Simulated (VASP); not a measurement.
Given:

```
CELL_PARAMETERS angstrom
     -1.56505     1.56505     1.56505
      1.56505    -1.56505     1.56505
      1.56505     1.56505    -1.56505
ATOMIC_POSITIONS crystal
  Mo 0.00000 0.00000 0.00000
```

Level of theory: PBEsol GGA, VASP's PBE PAW potentials (set 64) (plane waves; VASP). Run with 480 eV cut-off, 16×16×16 Γ-centred mesh, first-order Methfessel-Paxton smearing of 0.10 eV, potentials Mo_sv.

Q: Predict the energy per atom (σ→0), band gap (on the k-mesh) with the smallest direct gap where there is one.

A: 
```json
{
 "band gap (on the k-mesh)": "none (metal, semimetal or under 0.01 eV)",
 "energy per atom (σ→0)": "-11.783 eV/atom"
}
```

Total energies compare only between runs with the same potentials, cut-off and functional.

The compound is Mo in the bcc structure. It was relaxed first.
